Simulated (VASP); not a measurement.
# A point defect in BaTi2P2Se

Wanted: what a point defect costs in BaTi2P2Se and how the lattice relaxes round it. The cell takes the structure of BaTi2As2O from the Materials Project database, with elements swapped. The cell is invented: it takes the structure of a Materials Project entry for BaTi2As2O (space group 123 there), with some of its atoms replaced by other elements, volume scaled by an estimate. It may not be a known or stable phase.

Calculated with VASP 6.6.1; r2SCAN, no spin polarisation; plane waves and PAW (Ba_sv, Se, Ti, P).

## Step 1: The host crystal

It takes space group P4/mmm (No. 123, tetragonal). The conventional cell has a = 4.292 Å, b = 4.292 Å, c = 7.778 Å, α = 90.00°, β = 90.00°, γ = 90.00°. Nearest to Ba lie 8 P at 3.63 Å and 2 Se at 3.89 Å. Nearest to Se lie 4 Ti at 2.15 Å and 8 P at 3.58 Å and 2 Ba at 3.89 Å. Nearest to Ti lie 2 Se at 2.15 Å and 4 P at 2.86 Å. P has 4 Ti at 2.86 Å and 4 Se at 3.58 Å and 4 Ba at 3.63 Å nearest. It derives from BaTi2As2O. It takes the structure of a Materials Project entry for BaTi2As2O (space group 123 there), with some of its atoms replaced by other elements, volume scaled by an estimate. Farther neighbours and most contacts between anions are not listed.

## Step 2: Relaxing the host crystal

First cell and atoms are relaxed at a raised cutoff, so that later runs start from this functional's own cell.

INCAR

```
SYSTEM = BaTi2P2Se
PREC = Accurate
ENCUT = 350
EDIFF = 1E-06
NELM = 120
ISMEAR = 0
SIGMA = 0.05
LREAL = .FALSE.
ALGO = Normal
METAGGA = R2SCAN
LASPH = .TRUE.
NBANDS = 23
LORBIT = 11
LWAVE = .FALSE.
LCHARG = .FALSE.
KPAR = 4
IBRION = 2
NSW = 40
ISIF = 3
EDIFFG = -0.02
POTIM = 0.4
```

POSCAR

```
BaTi2P2Se
1.0
    4.2915990000      0.0000000000      0.0000000000
    0.0000000000      4.2915990000      0.0000000000
    0.0000000000      0.0000000000      7.7781360000
Ba Se Ti P
1 1 2 2
Direct
    0.5000000000      0.5000000000      0.5000000000
    0.5000000000      0.5000000000      0.0000000000
    0.0000000000      0.5000000000      0.0000000000
    0.5000000000      0.0000000000      0.0000000000
    0.0000000000      0.0000000000      0.2430050000
    0.0000000000      0.0000000000      0.7569950000
```

KPOINTS

```
Automatic mesh
0
Gamma
5 5 3
0 0 0
```

The projector-augmented-wave data sets are Ba_sv, Se, Ti and P (PBE family, release 64).

On the command line:

```console
$ mpirun -np 4 vasp_std
```

The program printed:

```text
[banner, memory and clock lines left out]
running    4 mpi-ranks, on    1 nodes
 distrk:  each k-point on    1 cores,    4 groups
 distr:  one band on    1 cores,    1 groups

 POSCAR found type information on POSCAR BaSeTiP
 POSCAR found :  4 types and       6 ions
|                                                                             |
|               ----> ADVICE to this user running VASP <----                  |
|                                                                             |
|     You enforced a specific xc type in the INCAR file but a different       |
|     [... a line on the potential file left out ...]
|     I HOPE YOU KNOW WHAT YOU ARE DOING!                                     |
|                                                                             |

 LDA part: xc-table for (None), standard interpolation
 POSCAR, INCAR and KPOINTS ok, starting setup
 FFT: planning ... GRIDC
 FFT: planning ... GRID_SOFT
 FFT: planning ... GRID
 WAVECAR not read
 entering main loop
       N       E                     dE             d eps       ncg     rms          rms(c)
DAV:   1     0.178226725494E+03    0.17823E+03   -0.10656E+04   552   0.968E+02
DAV:   2    -0.634942716068E+02   -0.24172E+03   -0.23316E+03   702   0.247E+02
DAV:   3    -0.950590120636E+02   -0.31565E+02   -0.30400E+02   833   0.929E+01
DAV:   4    -0.964843750535E+02   -0.14254E+01   -0.14169E+01   860   0.184E+01
DAV:   5    -0.965223276916E+02   -0.37953E-01   -0.37929E-01   780   0.259E+00    0.270E+01
DAV:   6    -0.883419409041E+02    0.81804E+01   -0.34828E+01   802   0.349E+01    0.103E+01
DAV:   7    -0.879172182772E+02    0.42472E+00   -0.22288E+01   816   0.327E+01    0.115E+01
DAV:   8    -0.870130168469E+02    0.90420E+00   -0.38144E+00   760   0.126E+01    0.127E+00
DAV:   9    -0.869941452011E+02    0.18872E-01   -0.25418E-01   777   0.233E+00    0.550E-01
DAV:  10    -0.869945028186E+02   -0.35762E-03   -0.45823E-02   774   0.994E-01    0.305E-01
DAV:  11    -0.869955854947E+02   -0.10827E-02   -0.13553E-02   817   0.749E-01    0.230E-01
DAV:  12    -0.869947929876E+02    0.79251E-03   -0.58126E-03   816   0.554E-01    0.751E-02
DAV:  13    -0.869948225442E+02   -0.29557E-04   -0.56319E-04   794   0.163E-01    0.388E-02
DAV:  14    -0.869948205970E+02    0.19473E-05   -0.39714E-05   735   0.366E-02    0.190E-02
DAV:  15    -0.869948240815E+02   -0.34845E-05   -0.14337E-05   817   0.218E-02    0.551E-03
DAV:  16    -0.869948231215E+02    0.96002E-06   -0.12818E-06   466   0.688E-03
   1 F= -.86994823E+02 E0= -.86991535E+02  d E =-.869948E+02
 curvature:   0.00 expect dE= 0.000E+00 dE for cont linesearch  0.000E+00
 trial: gam= 0.00000 g(F)=  0.105E+00 g(S)=  0.443E+01 ort = 0.000E+00 (trialstep = 0.100E+01)
 search vector abs. value=  0.454E+01
 bond charge predicted
       N       E                     dE             d eps       ncg     rms          rms(c)
DAV:   1    -0.911573933876E+02   -0.41626E+01   -0.17879E+02   552   0.689E+01    0.112E+01
DAV:   2    -0.900698483940E+02    0.10875E+01   -0.18882E+01   878   0.283E+01    0.128E+01
DAV:   3    -0.889154970422E+02    0.11544E+01   -0.12156E+01   760   0.209E+01    0.596E+00
DAV:   4    -0.883753988123E+02    0.54010E+00   -0.35094E+00   752   0.102E+01    0.180E+00
DAV:   5    -0.883785766615E+02   -0.31778E-02   -0.20868E-01   803   0.318E+00    0.114E+00
DAV:   6    -0.883777306542E+02    0.84601E-03   -0.17657E-02   773   0.652E-01    0.686E-01
DAV:   7    -0.883794515294E+02   -0.17209E-02   -0.11646E-02   727   0.534E-01    0.159E-01
DAV:   8    -0.883793145105E+02    0.13702E-03   -0.20041E-03   757   0.211E-01    0.102E-01
DAV:   9    -0.883793359399E+02   -0.21429E-04   -0.11298E-04   710   0.537E-02    0.566E-02
DAV:  10    -0.883793452687E+02   -0.93288E-05   -0.24927E-05   699   0.274E-02    0.218E-02
DAV:  11    -0.883793524977E+02   -0.72290E-05   -0.50922E-06   643   0.131E-02    0.375E-03
DAV:  12    -0.883793525840E+02   -0.86308E-07   -0.73935E-07   402   0.490E-03
   2 F= -.88379353E+02 E0= -.88376146E+02  d E =-.138453E+01
[... from here on, the cycles between the ionic steps are left out ...]
   3 F= -.88491509E+02 E0= -.88489606E+02  d E =-.149669E+01
   4 F= -.88909898E+02 E0= -.88904595E+02  d E =-.418389E+00
   5 F= -.89007030E+02 E0= -.88999768E+02  d E =-.515521E+00
   6 F= -.89006492E+02 E0= -.89000616E+02  d E =-.514983E+00
   7 F= -.89048119E+02 E0= -.89040754E+02  d E =-.556610E+00
   8 F= -.89055157E+02 E0= -.89049006E+02  d E =-.563648E+00
   9 F= -.89068745E+02 E0= -.89062723E+02  d E =-.135880E-01
  10 F= -.89081386E+02 E0= -.89075582E+02  d E =-.262293E-01
 curvature:  -0.55 expect dE=-0.195E-02 dE for cont linesearch -0.845E-06
 trial: gam=-0.08698 g(F)=  0.443E-04 g(S)=  0.350E-02 ort = 0.433E-03 (trialstep = 0.107E+01)
 search vector abs. value=  0.439E-02
 bond charge predicted
       N       E                     dE             d eps       ncg     rms          rms(c)
DAV:   1    -0.890883773347E+02   -0.69909E-02   -0.26078E-01   552   0.294E+00    0.451E-01
DAV:   2    -0.890844905697E+02    0.38868E-02   -0.14602E-02   715   0.736E-01    0.220E-01
DAV:   3    -0.890835598973E+02    0.93067E-03   -0.59961E-03   767   0.456E-01    0.142E-01
DAV:   4    -0.890832584766E+02    0.30142E-03   -0.20369E-03   857   0.282E-01    0.722E-02
DAV:   5    -0.890832598154E+02   -0.13389E-05   -0.10355E-04   713   0.664E-02    0.524E-02
DAV:   6    -0.890832521669E+02    0.76485E-05   -0.57021E-05   855   0.445E-02    0.173E-02
DAV:   7    -0.890832506550E+02    0.15119E-05   -0.40936E-06   648   0.120E-02    0.741E-03
DAV:   8    -0.890832496619E+02    0.99313E-06   -0.53622E-07   276   0.476E-03
  11 F= -.89083250E+02 E0= -.89077412E+02  d E =-.186356E-02
 trial-energy change:   -0.001864  1 .order   -0.001890   -0.003752   -0.000029
 step:   1.0787(harm=  1.0783)  dis= 0.00186  next Energy=   -89.083250 (dE=-0.186E-02)
 reached required accuracy - stopping structural energy minimisation
```

Elapsed: 2.1 min, on 4 MPI ranks of Intel Xeon 6975P-C (Granite Rapids), shared host; peak memory 0.84 GiB; 8.2 min of CPU time.

Lines that name or quote the potential files are left out of all logs, and their timing lines are given in words.

Parts of OUTCAR (step 2):

```text
ion  position               nearest neighbor table
   1  0.500  0.500  0.500-   5 3.63   6 3.63   5 3.63   6 3.63   5 3.63   6 3.63   5 3.63   6 3.63

  LATTYP: Found a simple tetragonal cell.
 ALAT       =     4.2915990000
 C/A-ratio  =     1.8124097801

 Subroutine GETGRP returns: Found 16 space group operations
 (whereof 16 operations were pure point group operations)

The static configuration has the point symmetry D_4h.

 Found     12 irreducible k-points:

   k-points           NKPTS =     12   k-points in BZ     NKDIM =     12   number of bands    NBANDS=     23

   dimension x,y,z NGX =    28 NGY =   28 NGZ =   48
   dimension x,y,z NGXF=    56 NGYF=   56 NGZF=   96

   ENCUT  =  350.0 eV  25.72 Ry    5.07 a.u.   6.55  6.55 11.86*2*pi/ulx,y,z

   NELECT =      34.0000    total number of electrons

 k-points in reciprocal lattice and weights: Automatic mesh
   0.00000000  0.00000000  0.00000000       0.013
   0.20000000  0.00000000  0.00000000       0.053
   0.40000000  0.00000000  0.00000000       0.053
   0.20000000  0.20000000  0.00000000       0.053
   0.40000000  0.20000000  0.00000000       0.107
   0.40000000  0.40000000  0.00000000       0.053
   0.00000000  0.00000000  0.33333333       0.027
   0.20000000  0.00000000  0.33333333       0.107
   0.40000000  0.00000000  0.33333333       0.107
   0.20000000  0.20000000  0.33333333       0.107
   0.40000000  0.20000000  0.33333333       0.213
   0.40000000  0.40000000  0.33333333       0.107

 average (electrostatic) potential at core
       1 -41.5294       2 -59.5518       3 -29.7293       4 -29.7293       5 -87.0501
       6 -87.0501

 E-fermi :   4.4454

 k-point     1 :       0.0000    0.0000    0.0000
  band No.  band energies     occupation
    ...
     14       2.6054      2.00000
     15       3.0589      2.00000
     16       3.0589      2.00000
     17       4.0089      2.00000
     18       4.3036      1.99994
     19       4.6201      0.00000
     20       4.6201      0.00000
     21       4.7829      0.00000
     22       6.4585      0.00000
     23       6.5692      0.00000

 k-point     2 :       0.2000    0.0000    0.0000
  band No.  band energies     occupation
    ...
     14       1.8085      2.00000
     15       2.1680      2.00000
     16       4.0216      2.00000
     17       4.3468      1.99469
     18       4.3724      1.96103
     19       4.5797      0.00015
     20       4.8691      0.00000
     21       5.2703      0.00000
     22       5.8593      0.00000
     23       6.3587      0.00000

 k-point     3 :       0.4000    0.0000    0.0000
  band No.  band energies     occupation
    ...
     13       1.2478      2.00000
     14       1.8712      2.00000
     15       3.1015      2.00000
     16       3.8270      2.00000
     17       4.3726      1.96056
     18       4.6850      0.00000
     19       4.8856      0.00000
     20       4.8979      0.00000
     21       5.5067      0.00000
     22       5.6143      0.00000
    ...

  Total        0.0092623      0.0092623      0.0152316      0.0000000      0.0000000      0.0000000
  in kB        0.1059025      0.1059025      0.1741540      0.0000000      0.0000000      0.0000000
  external PRESSURE =       0.1286530 kB  Pullay stress =       0.0000000 kB

  energy-cutoff  :      350.00
  volume of cell :      140.13
      direct lattice vectors                 reciprocal lattice vectors
     4.666498456  0.000000000 -0.000000000     0.214293439  0.000000000 -0.000000000
    -0.000000000  4.666498456 -0.000000000     0.000000000  0.214293439  0.000000000
     0.000000000  0.000000000  6.434866588     0.000000000  0.000000000  0.155403377

 POSITION                                       TOTAL-FORCE (eV/Angst)
 -----------------------------------------------------------------------------------
      2.33325      2.33325      3.21743         0.000000      0.000000      0.000000
      2.33325      2.33325     -0.00000         0.000000      0.000000      0.000000
      0.00000      2.33325     -0.00000         0.000000      0.000000      0.000000
      2.33325      0.00000     -0.00000         0.000000      0.000000      0.000000
      0.00000      0.00000      1.46042        -0.000000      0.000000     -0.019272
      0.00000      0.00000      4.97445         0.000000     -0.000000      0.019272
 -----------------------------------------------------------------------------------
    total drift:                                0.000000      0.000000     -0.000000

  FREE ENERGIE OF THE ION-ELECTRON SYSTEM (eV)
  ---------------------------------------------------
  free  energy   TOTEN  =       -89.0832496619 eV

  energy  without entropy=      -89.0715750205  energy(sigma->0) =      -89.07741234

 reached required accuracy - stopping structural energy minimisation

 total charge
# of ion       s       p       d       tot
------------------------------------------
    1        2.010   5.613   0.253   7.876
    2        1.452   2.679   0.092   4.223
    3        0.382   0.598   2.541   3.521
    4        0.382   0.598   2.541   3.521
    5        1.038   1.392   0.000   2.431
    6        1.038   1.392   0.000   2.431
--------------------------------------------------
tot          6.303  12.273   5.427  24.003

[... 3 further parts left out ...]
```

CONTCAR:

```
BaTi2P2Se
   1.00000000000000
     4.6664984559528850    0.0000000000000000   -0.0000000000000000
    -0.0000000000000000    4.6664984559528850   -0.0000000000000000
     0.0000000000000000    0.0000000000000000    6.4348665880056073
  Ba              Se              Ti              P
     1     1     2     2
Direct
     0.5000000000000000    0.5000000000000000    0.5000000000000000
     0.5000000000000000    0.5000000000000000    0.0000000000000000
     0.0000000000000000    0.5000000000000000    0.0000000000000000
     0.5000000000000000    0.0000000000000000    0.0000000000000000
     0.0000000000000000    0.0000000000000000    0.2269537103359858
     0.0000000000000000    0.0000000000000000    0.7730462896640143
```

This run has no spin polarisation, so a moment on Ti, if there is one, isn't seen. The k-mesh is coarse for a metal. Harder data sets than Ba_sv exist (the GW ones), and pressures, volumes and forces can shift noticeably with them. The PAW data sets were made with PBE, which is usual practice but a small mismatch for other functionals. The data set Ti keeps the semicore shell frozen, which is cheaper and a little less accurate. The run keeps the 16 symmetry operations of its start, so it cannot find a distortion of lower symmetry.

Relaxation path:

```tsv
step	energy less that of the first step (eV)	largest force (eV/Å)	pressure (GPa)	volume (Å³)
1	0.0000	1.1637	9.18	143.26
2	-1.3845	0.8022	-7.30	165.59
3	-1.4967	0.8879	-4.53	159.76
4	-1.9151	0.3356	-2.01	149.57
5	-2.0122	0.1257	-0.39	144.23
6	-2.0117	0.2696	3.94	133.65
7	-2.0533	0.0275	1.07	139.96
8	-2.0603	0.0306	1.88	137.85
9	-2.0739	0.0196	-0.40	139.99
10	-2.0866	0.0240	0.48	139.11
11	-2.0884	0.0193	0.01	140.13
```

```tsv
cell as run	before	after	change
a (Å)	4.292	4.666	+8.7 %
b (Å)	4.292	4.666	+8.7 %
c (Å)	7.778	6.435	-17.3 %
volume (Å³/atom)	23.88	23.35	-2.2 %
```

The atoms that moved most (Å, as changes of fractional coordinates times the final cell):

```tsv
atom	dx	dy	dz	length
P6	0.000	0.000	0.103	0.103
P5	0.000	0.000	-0.103	0.103
```

The relaxed structure:

```
Ba Se Ti P
1.0
     4.66650    0.00000    0.00000
     0.00000    4.66650    0.00000
     0.00000    0.00000    6.43487
Ba Se Ti P
1 1 2 2
Direct
  0.50000 0.50000 0.50000
  0.50000 0.50000 0.00000
  0.00000 0.50000 0.00000
  0.50000 0.00000 0.00000
  0.00000 0.00000 0.22695
  0.00000 0.00000 0.77305
```

This step gave:

```yaml
electronic_cycles: 116
electrons: 34
free_energy_toten: -89.0832 eV
energy_at_zero_smearing: -89.0774 eV
fermi_energy: 4.445 eV
labelled_metallic_from_the_levels_on_this_mesh: yes
```

The run ended after 11 ionic steps, 2.088 eV below its first step, once forces and stress met EDIFFG = -0.02.

[end of part 1 of 2]

[Lines on the potential files, build, host, timing and source positions are cut from VASP's logs without a mark.]

[Logs are printed without paths, hosts, clocks, repeated set-up lines and the standing remarks that a program may print on its own settings, such as how far it seeks lower states.]

[Hosts, paths, dates, database ids (printed as entryN), source tags and the programs' standing remarks are cut or masked in the printed files.]

[In band tables of VASP the shares of atoms and orbitals are scaled to a sum of 1 inside the atoms' spheres.]

[Runs that stopped without an error message from VASP are left out.]
